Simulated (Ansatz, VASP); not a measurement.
**Al3GaN4 (Al3GaN4 (Pm)): VASP beside Ansatz**

One calculation is typed for both programs; each brings its own data sets. How far apart do they land? Of the first pair: The cell is taken from a series of runs on this material, whose earlier steps may have relaxed, scaled, displaced or heated it; both programs get it as it stands.

Calculated with Ansatz 0.2.0; plane waves, with VASP 6.6.1 beside it; single point at PBEsol.

## (1) Starting point

The cell holds 48 atoms: 18 Al, 6 Ga and 24 N. Its edges and angles: a = 5.043 Å, b = 9.390 Å, c = 10.836 Å, α = 90.0°, β = 90.0°, γ = 90.0°.

As a file:

```
Al Ga N
1.0
     5.04346    0.00000    0.00013
     0.00000    9.39016    0.00000
    -0.00645    0.00000   10.83602
Al Ga N
18 6 24
Direct
  0.50023 0.16667 0.08367
  0.00092 0.16667 0.41740
  0.00109 0.00000 0.16585
  0.50023 0.16667 0.58367
  0.00092 0.16667 0.91740
  0.00109 0.00000 0.66585
  0.50023 0.50000 0.08367
  0.00092 0.50000 0.41740
  0.00109 0.33333 0.16585
  0.50023 0.50000 0.58367
  0.00092 0.50000 0.91740
  0.00109 0.33333 0.66585
  0.50023 0.83333 0.08367
  0.00092 0.83333 0.41740
  0.00109 0.66667 0.16585
  0.50023 0.83333 0.58367
  0.00092 0.83333 0.91740
  0.00109 0.66667 0.66585
  0.49942 0.00000 0.33310
  0.49942 0.00000 0.83310
  0.49942 0.33333 0.33310
  0.49942 0.33333 0.83310
  0.49942 0.66667 0.33310
  0.49942 0.66667 0.83310
  0.11117 0.00000 0.33316
  0.12246 0.16667 0.08358
  0.62512 0.16667 0.42010
  0.62319 0.00000 0.16315
  0.11117 0.00000 0.83316
  0.12246 0.16667 0.58358
  0.62512 0.16667 0.92010
  0.62319 0.00000 0.66315
  0.11117 0.33333 0.33316
  0.12246 0.50000 0.08358
  0.62512 0.50000 0.42010
  0.62319 0.33333 0.16315
  0.11117 0.33333 0.83316
  0.12246 0.50000 0.58358
  0.62512 0.50000 0.92010
  0.62319 0.33333 0.66315
  0.11117 0.66667 0.33316
  0.12246 0.83333 0.08358
  0.62512 0.83333 0.42010
  0.62319 0.66667 0.16315
  0.11117 0.66667 0.83316
  0.12246 0.83333 0.58358
  0.62512 0.83333 0.92010
  0.62319 0.66667 0.66315
```

## (2) VASP: single point, PBEsol, pair 1

A single point gives forces, pressure and levels at one fixed geometry, so differences don't come from the geometry; what else differs is listed under the comparison.

Lines of VASP's logs that name or quote its potential files are left out, and so is its time.

File INCAR:

```
SYSTEM = Al3GaN4
PREC = Accurate
ENCUT = 520
EDIFF = 1E-06
NELM = 120
ISMEAR = -1
SIGMA = 0.01
LREAL = Auto
ALGO = Normal
GGA = PS
NBANDS = 160
LORBIT = 11
LWAVE = .FALSE.
LCHARG = .FALSE.
ISIF = 2
ISYM = 2
LASPH = .TRUE.
GGA_COMPAT = .FALSE.
EFERMI = MIDGAP
KPAR = 4
```

File POSCAR:

```
Al3GaN4
1.0
    5.0434601800      0.0000000000      0.0001263900
    0.0000000000      9.3901567800      0.0000000000
   -0.0064481600      0.0000000000     10.8360190400
Al Ga N
18 6 24
Direct
    0.5002285700      0.1666666667      0.0836654650
    0.0009195100      0.1666666667      0.4174026200
    0.0010872700      0.0000000000      0.1658460750
    0.5002285700      0.1666666667      0.5836654650
    0.0009195100      0.1666666667      0.9174026200
    0.0010872700      0.0000000000      0.6658460750
    0.5002285700      0.5000000000      0.0836654650
    0.0009195100      0.5000000000      0.4174026200
    0.0010872700      0.3333333333      0.1658460750
    0.5002285700      0.5000000000      0.5836654650
    0.0009195100      0.5000000000      0.9174026200
    0.0010872700      0.3333333333      0.6658460750
    0.5002285700      0.8333333333      0.0836654650
    0.0009195100      0.8333333333      0.4174026200
    0.0010872700      0.6666666667      0.1658460750
    0.5002285700      0.8333333333      0.5836654650
    0.0009195100      0.8333333333      0.9174026200
    0.0010872700      0.6666666667      0.6658460750
    0.4994195100      0.0000000000      0.3331010100
    0.4994195100      0.0000000000      0.8331010100
    0.4994195100      0.3333333333      0.3331010100
    0.4994195100      0.3333333333      0.8331010100
    0.4994195100      0.6666666667      0.3331010100
    0.4994195100      0.6666666667      0.8331010100
    0.1111745700      0.0000000000      0.3331633100
    0.1224553500      0.1666666667      0.0835775250
    0.6251239000      0.1666666667      0.4200967800
    0.6231903300      0.0000000000      0.1631477200
    0.1111745700      0.0000000000      0.8331633100
    0.1224553500      0.1666666667      0.5835775250
    0.6251239000      0.1666666667      0.9200967800
    0.6231903300      0.0000000000      0.6631477200
    0.1111745700      0.3333333333      0.3331633100
    0.1224553500      0.5000000000      0.0835775250
    0.6251239000      0.5000000000      0.4200967800
    0.6231903300      0.3333333333      0.1631477200
    0.1111745700      0.3333333333      0.8331633100
    0.1224553500      0.5000000000      0.5835775250
    0.6251239000      0.5000000000      0.9200967800
    0.6231903300      0.3333333333      0.6631477200
    0.1111745700      0.6666666667      0.3331633100
    0.1224553500      0.8333333333      0.0835775250
    0.6251239000      0.8333333333      0.4200967800
    0.6231903300      0.6666666667      0.1631477200
    0.1111745700      0.6666666667      0.8331633100
    0.1224553500      0.8333333333      0.5835775250
    0.6251239000      0.8333333333      0.9200967800
    0.6231903300      0.6666666667      0.6631477200
```

File KPOINTS:

```
Points of the shifted mesh
16
Reciprocal
 0.1250000000  0.2500000000  0.2500000000 1
 0.1250000000  0.2500000000  0.7500000000 1
 0.1250000000  0.7500000000  0.2500000000 1
 0.1250000000  0.7500000000  0.7500000000 1
 0.3750000000  0.2500000000  0.2500000000 1
 0.3750000000  0.2500000000  0.7500000000 1
 0.3750000000  0.7500000000  0.2500000000 1
 0.3750000000  0.7500000000  0.7500000000 1
 0.6250000000  0.2500000000  0.2500000000 1
 0.6250000000  0.2500000000  0.7500000000 1
 0.6250000000  0.7500000000  0.2500000000 1
 0.6250000000  0.7500000000  0.7500000000 1
 0.8750000000  0.2500000000  0.2500000000 1
 0.8750000000  0.2500000000  0.7500000000 1
 0.8750000000  0.7500000000  0.2500000000 1
 0.8750000000  0.7500000000  0.7500000000 1
```

PAW data sets: Al, Ga_d and N (PBE family, release 64).

Command:

```console
$ mpirun -np 8 vasp_std
```

Numbers of over 12 decimals in the logs are rounded to 6 here.

Log:

```text
[banner, memory and clock lines left out]
running    8 mpi-ranks, on    1 nodes
[...]
|                                                                             |
|           W    W    AA    RRRRR   N    N  II  N    N   GGGG   !!!           |
|           W    W   A  A   R    R  NN   N  II  NN   N  G    G  !!!           |
|           W    W  A    A  R    R  N N  N  II  N N  N  G       !!!           |
|           W WW W  AAAAAA  RRRRR   N  N N  II  N  N N  G  GGG   !            |
|           WW  WW  A    A  R   R   N   NN  II  N   NN  G    G                |
|           W    W  A    A  R    R  N    N  II  N    N   GGGG   !!!           |
|                                                                             |
|     For optimal performance we recommend to set                             |
|       NCORE = 2 up to number-of-cores-per-socket                            |
|     NCORE specifies how many cores store one orbital (NPAR=cpu/NCORE).      |
|     This setting can greatly improve the performance of VASP for DFT.       |
[...]
|                                                                             |
|     You enforced a specific xc type in the INCAR file but a different       |
|     [... a line on the potential file left out ...]
|     I HOPE YOU KNOW WHAT YOU ARE DOING!                                     |
|                                                                             |

 LDA part: xc-table for (Slater+PW92), standard interpolation
 POSCAR, INCAR and KPOINTS ok, starting setup
[...]
entering main loop
       N       E                     dE             d eps       ncg     rms          rms(c)
DAV:   1     0.333225309099E+04    0.33323E+04   -0.96524E+04  5440   0.199E+03
DAV:   2     0.508426308343E+03   -0.28238E+04   -0.26171E+04  5512   0.607E+02
DAV:   3    -0.318380050358E+03   -0.82681E+03   -0.77505E+03  6640   0.235E+02
DAV:   4    -0.406625460601E+03   -0.88245E+02   -0.86984E+02  6824   0.839E+01
[...]
DAV:  15    -0.360417957073E+03    0.12634E-05   -0.35837E-05  6752   0.184E-02    0.778E-03
DAV:  16    -0.360417956759E+03    0.31376E-06   -0.13603E-05  7440   0.134E-02    0.496E-03
DAV:  17    -0.360417956616E+03    0.14280E-06   -0.20812E-06  3624   0.561E-03
   1 F= -.36041796E+03 E0= -.36041796E+03  d E =0.000000E+00
```

OUTCAR, selected parts (step 2):

```text
  Total       -0.0060679     -0.2033982     -0.1205645      0.0000000      0.0000000     -0.0444019
  in kB       -0.0189442     -0.6350186     -0.3764078      0.0000000      0.0000000     -0.1386249
  external PRESSURE =      -0.3434569 kB  Pullay stress =       0.0000000 kB

 POSITION                                       TOTAL-FORCE (eV/Angst)
 -----------------------------------------------------------------------------------
      2.52234      1.56503      0.90666         0.004939      0.000000      0.003033
      0.00195      1.56503      4.52298         0.001176     -0.000000      0.002534
      0.00441      0.00000      1.79711        -0.000512      0.000000     -0.000594
      2.51912      1.56503      6.32467         0.004939      0.000000      0.003033
     -0.00128      1.56503      9.94099         0.001176     -0.000000      0.002534
      0.00119      0.00000      7.21512        -0.000512      0.000000     -0.000594
      2.52234      4.69508      0.90666         0.004939      0.000000      0.003033
      0.00195      4.69508      4.52298         0.001176      0.000000      0.002534
      0.00441      3.13005      1.79711        -0.000512      0.000000     -0.000594
      2.51912      4.69508      6.32467         0.004939      0.000000      0.003033
     -0.00128      4.69508      9.94099         0.001176      0.000000      0.002534
      0.00119      3.13005      7.21512        -0.000512      0.000000     -0.000594
      2.52234      7.82513      0.90666         0.004939      0.000000      0.003033
      0.00195      7.82513      4.52298         0.001176      0.000000      0.002534
[...]
-----------------------------------------------------------------------------------
    total drift:                               -0.001710      0.000000     -0.009075

  FREE ENERGIE OF THE ION-ELECTRON SYSTEM (eV)
  ---------------------------------------------------
  free  energy   TOTEN  =      -360.4179566165 eV

  energy  without entropy=     -360.4179566165  energy(sigma->0) =     -360.41795662

[... 1 further part left out ...]
```

The run ends at a pressure of -0.03 GPa, with forces up to 0.016 eV/Å.

## (3) Ansatz: single point, PBEsol, pair 1

Ansatz runs on its default PAW (the set named soft_2) files.

The same cell, functional, mesh and smearing now go to Ansatz.

File input.yaml:

```yaml
crystal:
  lattice:
    - [5.04346018, 0.0, 0.00012639]
    - [0.0, 9.39015678, 0.0]
    - [-0.00644816, 0.0, 10.83601904]
  atoms:
    - { symbol: Al, position: [0.50022857, 0.1666666666667, 0.083665465] }
    - { symbol: Al, position: [0.00091951, 0.1666666666667, 0.41740262] }
    - { symbol: Al, position: [0.00108727, 0.0, 0.165846075] }
    - { symbol: Ga, position: [0.49941951, 0.0, 0.33310101] }
    - { symbol: "N", position: [0.11117457, 0.0, 0.33316331] }
    - { symbol: "N", position: [0.12245535, 0.1666666666667, 0.083577525] }
    - { symbol: "N", position: [0.6251239, 0.1666666666667, 0.42009678] }
    - { symbol: "N", position: [0.62319033, 0.0, 0.16314772] }
    - { symbol: Al, position: [0.50022857, 0.1666666666667, 0.583665465] }
    - { symbol: Al, position: [0.00091951, 0.1666666666667, 0.91740262] }
    - { symbol: Al, position: [0.00108727, 0.0, 0.665846075] }
    - { symbol: Ga, position: [0.49941951, 0.0, 0.83310101] }
    - { symbol: "N", position: [0.11117457, 0.0, 0.83316331] }
    - { symbol: "N", position: [0.12245535, 0.1666666666667, 0.583577525] }
    - { symbol: "N", position: [0.6251239, 0.1666666666667, 0.92009678] }
    - { symbol: "N", position: [0.62319033, 0.0, 0.66314772] }
    - { symbol: Al, position: [0.50022857, 0.5, 0.083665465] }
    - { symbol: Al, position: [0.00091951, 0.5, 0.41740262] }
    - { symbol: Al, position: [0.00108727, 0.3333333333333, 0.165846075] }
    - { symbol: Ga, position: [0.49941951, 0.3333333333333, 0.33310101] }
    - { symbol: "N", position: [0.11117457, 0.3333333333333, 0.33316331] }
    - { symbol: "N", position: [0.12245535, 0.5, 0.083577525] }
    - { symbol: "N", position: [0.6251239, 0.5, 0.42009678] }
    - { symbol: "N", position: [0.62319033, 0.3333333333333, 0.16314772] }
    - { symbol: Al, position: [0.50022857, 0.5, 0.583665465] }
    - { symbol: Al, position: [0.00091951, 0.5, 0.91740262] }
    - { symbol: Al, position: [0.00108727, 0.3333333333333, 0.665846075] }
    - { symbol: Ga, position: [0.49941951, 0.3333333333333, 0.83310101] }
    - { symbol: "N", position: [0.11117457, 0.3333333333333, 0.83316331] }
    - { symbol: "N", position: [0.12245535, 0.5, 0.583577525] }
    - { symbol: "N", position: [0.6251239, 0.5, 0.92009678] }
    - { symbol: "N", position: [0.62319033, 0.3333333333333, 0.66314772] }
    - { symbol: Al, position: [0.50022857, 0.8333333333333, 0.083665465] }
    - { symbol: Al, position: [0.00091951, 0.8333333333333, 0.41740262] }
    - { symbol: Al, position: [0.00108727, 0.6666666666667, 0.165846075] }
    - { symbol: Ga, position: [0.49941951, 0.6666666666667, 0.33310101] }
    - { symbol: "N", position: [0.11117457, 0.6666666666667, 0.33316331] }
    - { symbol: "N", position: [0.12245535, 0.8333333333333, 0.083577525] }
    - { symbol: "N", position: [0.6251239, 0.8333333333333, 0.42009678] }
    - { symbol: "N", position: [0.62319033, 0.6666666666667, 0.16314772] }
    - { symbol: Al, position: [0.50022857, 0.8333333333333, 0.583665465] }
    - { symbol: Al, position: [0.00091951, 0.8333333333333, 0.91740262] }
    - { symbol: Al, position: [0.00108727, 0.6666666666667, 0.665846075] }
    - { symbol: Ga, position: [0.49941951, 0.6666666666667, 0.83310101] }
    - { symbol: "N", position: [0.11117457, 0.6666666666667, 0.83316331] }
    - { symbol: "N", position: [0.12245535, 0.8333333333333, 0.583577525] }
    - { symbol: "N", position: [0.6251239, 0.8333333333333, 0.92009678] }
    - { symbol: "N", position: [0.62319033, 0.6666666666667, 0.66314772] }
basis:
  ecutwfc: 420.0
  ecutrho_ratio: 4
  xc_grid: 2
  fft_grid_basis: typed
  precision: f64
kpoints:
  mp_grid: { grid: [4, 2, 2], shift: [0.5, 0.5, 0.5] }
hamiltonian:
  xc: pbesol
  pseudopotentials: { kind: paw }
scf:
  max_iter: 60
  self_checks: high
  occupations: { method: fermi_dirac, width: 0.01 }
output:
  forces: true
checkpoint:
  write: "../host.point.run"
  compress: false
  write_wavefunctions: true
  write_every: 100000
```

Command:

```console
$ ansatz run input.yaml --threads 4 --pin off --max-ram 7536MiB --backend cpu --events-out ev --progress --plain --runs-dir out
```

Log:

```text
Engine: ansatz 0.2.0, aarch64-unknown-linux-gnu
Pseudopotentials: kind: paw
Pseudopotential: Al, paw, valence charge 3, recommended cutoff 420 eV (normal), Al.paw.azcp
Pseudopotential: Ga, paw, valence charge 13, recommended cutoff 420 eV (normal), Ga.paw.azcp
Pseudopotential: N, paw, valence charge 5, recommended cutoff 420 eV (normal), N.paw.azcp
Functional definition: PBEsol
  exchange = pbesol_x
  correlation = pbesol_c
Crystal: 48 atoms, lattice volume = 513.182 Å³
Basis set: ecut = 420 eV, 10011 PW (Γ), exchange–correlation on 72×128×150 points (8 copies of the dense FFT grid, shifted against one another)
Bands: 174, of which v1, the nominal top of the filled ones, is band 126 counted from 1 (125 counted from 0)
Symmetry: 12 space group operations
Space group: Pm (ITA 6), of the structure as read, at distance tolerance 8.0e-5 Å
k-points: 4 of 16 (time reversal used)
Non-local potential: Al, projectors of the file, l = 0: 2, l = 1: 2, l = 2: 1
Non-local potential: Ga, projectors of the file, l = 0: 2, l = 1: 2, l = 2: 3, l = 3: 1
Non-local potential: N, projectors of the file, l = 0: 2, l = 1: 2, l = 2: 1
PAW form: soft (Blöchl's): semilocal exchange-correlation on the pseudo side does not see the compensation charge
PAW frozen core: Al, regenerated for the run's functional, and the local potential with it (the file was generated under x = pbe(κ = 0.804, μ = 0.219515), c = pbe(β = 0.066725))
PAW frozen core: Ga, regenerated for the run's functional, and the local potential with it (the file was generated under x = pbe(κ = 0.804, μ = 0.219515), c = pbe(β = 0.066725))
PAW frozen core: N, regenerated for the run's functional, and the local potential with it (the file was generated under x = pbe(κ = 0.804, μ = 0.219515), c = pbe(β = 0.066725))
PAW one-centre angular grid: Al, 110 points (default); XC on 64 Gauss nodes
PAW one-centre angular grid: Ga, 590 points (default); XC on 64 Gauss nodes
PAW one-centre angular grid: N, 110 points (default); XC on 64 Gauss nodes
Initial density: superposition of atomic densities (neutral atoms: chi_scale 0, normalization atom), corrected by the library's trained network
Initial wavefunctions: pseudopotential atomic-orbital guess
Functional: x = pbesol(κ = 0.804, μ = 0.123457), c = pbesol(β = 0.046)
SCF iter   1: F=—  HF=-41044.332976 eV  |F-HF|=—  |Δ(HF+E_count)|=         —  Δρ=1.10e-2  dr2=6.58e-1  ethr=1.77e-3  ⟨swp⟩=5.8  Hψ=2767  notcnv=0  defer=103
preconditioner: auto → Resta (q_TF=auto, 2.423 Å⁻¹)  ε∞=4.2  [insulator: Δε(μ)=4.325 eV  Ē_g=14.593 eV  σ=0.010 eV  W_gap=1.00  n_scr=116 (ndim 8)  ℏωp=26.0 eV  f_vac=0.000  D(μ)=0.00/eV (n_scr^D=0)  ε∞_Penn≈4.2]
SCF iter   2: F=—  HF=-41044.160684 eV  |F-HF|=—  |Δ(HF+E_count)|=   1.72e-1  Δρ=3.63e-3  dr2=8.77e-2  ethr=2.61e-4  ⟨swp⟩=2.2  Hψ=992  notcnv=0  defer=163
SCF iter   3: F=—  HF=-41044.137102 eV  |F-HF|=—  |Δ(HF+E_count)|=   2.36e-2  Δρ=8.53e-4  dr2=3.87e-3  ethr=3.48e-5  ⟨swp⟩=2.0  Hψ=1003  notcnv=0  defer=163
SCF iter   4: F=—  HF=-41044.136546 eV  |F-HF|=—  |Δ(HF+E_count)|=   5.55e-4  Δρ=3.72e-4  dr2=7.12e-4  ethr=1.54e-6  ⟨swp⟩=2.0  Hψ=1059  notcnv=0  defer=163
SCF iter   5: F=—  HF=-41044.135931 eV  |F-HF|=—  |Δ(HF+E_count)|=   6.15e-4  Δρ=8.96e-5  dr2=6.71e-5  ethr=2.82e-7  ⟨swp⟩=2.0  Hψ=1057  notcnv=0  defer=163
SCF iter   6: F=—  HF=-41044.134526 eV  |F-HF|=—  |Δ(HF+E_count)|=   1.41e-3  Δρ=2.34e-5  dr2=3.95e-6  ethr=2.66e-8  ⟨swp⟩=2.0  Hψ=905  notcnv=0  defer=163
SCF iter   7: F=-41044.134525 eV  HF=-41044.134525 eV  |F-HF|=7.95e-9  |Δ(HF+E_count)|=   1.19e-6  Δρ=4.32e-6  dr2=9.67e-8  ethr=3.97e-11  ⟨swp⟩=12.2  Hψ=3894  notcnv=0
SCF 1 converged in 7 iterations: F = -41044.134525 eV  dr2 = 9.67e-8
  greatest PAW one-centre occupation: 0.995 electrons in one spin orbital (limit 2), on the Ga atom at site 43 (counted from 0), in its partial waves of l = 2
SCF converged after 7 iterations
Free energy (F): -41044.134525 eV
Harris-Foulkes:  -41044.134525 eV  (|F-HF|=7.95e-9)
Internal energy: -41044.134525 eV  (E = F + TS)
E sigma→0 (E₀):  -41044.134525 eV
Fermi energy:    9.738396 eV
--- Per-component energies (eV) ---
  E_band       = 135.023126
  E_kinetic    = 4337.122105
  E_local      = -19006.027941  (includes V_loc(G=0)·N_el)
  E_nonlocal   = 3855.295717
  E_hartree    = 8364.629394
  E_xc         = -2578.405359
  E_vxc        = -2737.424328  (∫ρ·V_xc dr)
  E_paw        = -22855.847101  (= ΣΔE_a)
  E_vpaw       = -3043.189055  (= ΣTr[D̂ρ^β])
  E_aug_tail   = 0.001791  (compensation charges beyond the density's cutoff)
  E_ewald      = -13167.099872
  E_core_change = 6.196741  (= ΣΔE_core)
  E_smearing   = -0.000000  (= −TS)
  E_closure    = -0.000000  (closes the sum)
  Σ components = -41044.134525   (vs F -41044.134525, Δ=0.00e0)
--- Forces (eV/Å), atoms counted from 1 ---
  atom   1  Al     0.00377722    -0.00000000     0.00221294
[...]
atom   8  N     -0.00022118     0.00000000     0.00003518
  atom   9  Al     0.00377722     0.00000000     0.00221294
  atom  10  Al     0.00116357     0.00000000     0.00352602
  atom  11  Al    -0.00042061     0.00000000    -0.00061211
  atom  12  Ga    -0.00192834     0.00000000    -0.00072010
  atom  13  N      0.00139935    -0.00000000    -0.00191040
  atom  14  N     -0.00197324     0.00000000    -0.00215627
  atom  15  N     -0.00179119     0.00000000    -0.00037444
  atom  16  N     -0.00022118     0.00000000     0.00003518
  atom  17  Al     0.00377722     0.00000000     0.00221294
  atom  18  Al     0.00116357     0.00000000     0.00352602
  atom  19  Al    -0.00042061     0.00000000    -0.00061211
  atom  20  Ga    -0.00192834     0.00000000    -0.00072010
  atom  21  N      0.00139935    -0.00000000    -0.00191040
  atom  22  N     -0.00197324     0.00000000    -0.00215627
  atom  23  N     -0.00179119     0.00000000    -0.00037444
  atom  24  N     -0.00022118     0.00000000     0.00003518
  atom  25  Al     0.00377722     0.00000000     0.00221294
  atom  26  Al     0.00116357     0.00000000     0.00352602
  atom  27  Al    -0.00042061    -0.00000000    -0.00061211
  atom  28  Ga    -0.00192834     0.00000000    -0.00072010
  atom  29  N      0.00139935    -0.00000000    -0.00191040
  atom  30  N     -0.00197324     0.00000000    -0.00215627
[...]
atom  41  Al     0.00377722     0.00000000     0.00221294
  atom  42  Al     0.00116357     0.00000000     0.00352602
  atom  43  Al    -0.00042061    -0.00000000    -0.00061211
  atom  44  Ga    -0.00192834     0.00000000    -0.00072010
  atom  45  N      0.00139935    -0.00000000    -0.00191040
  atom  46  N     -0.00197324     0.00000000    -0.00215627
  atom  47  N     -0.00179119     0.00000000    -0.00037444
  atom  48  N     -0.00022118     0.00000000     0.00003518
  max |Σ_I F_I| component: 3.36e-5 eV/Å
--- Band table (eV) ---
  k-point 0: bands = [... 122 lower, 7.2851, 7.3491, 7.5165, 7.5329, 11.9310, 12.9501, 12.9654, 12.9935, ... 44 higher]
  k-point 1: bands = [... 122 lower, 7.2969, 7.3768, 7.4739, 7.5448, 11.9454, 12.8753, 12.9426, 12.9478, ... 44 higher]
  k-point 2: bands = [... 122 lower, 6.8826, 6.9765, 7.1164, 7.3129, 12.5372, 12.5445, 12.7593, 13.2634, ... 44 higher]
  k-point 3: bands = [... 122 lower, 6.9504, 6.9998, 7.0864, 7.3264, 12.3809, 12.6832, 12.8315, 13.1488, ... 44 higher]
```

[end of part 1 of 2]

[Lines on the potential files, build, host, timing and source positions are cut from VASP's logs without a mark.]

[Logs are printed without paths, hosts, clocks, repeated set-up lines and the standing remarks that a program may print on its own settings, such as how far it seeks lower states.]

[Hosts, paths, dates, database ids (printed as entryN), source tags and the programs' standing remarks are cut or masked in the printed files.]
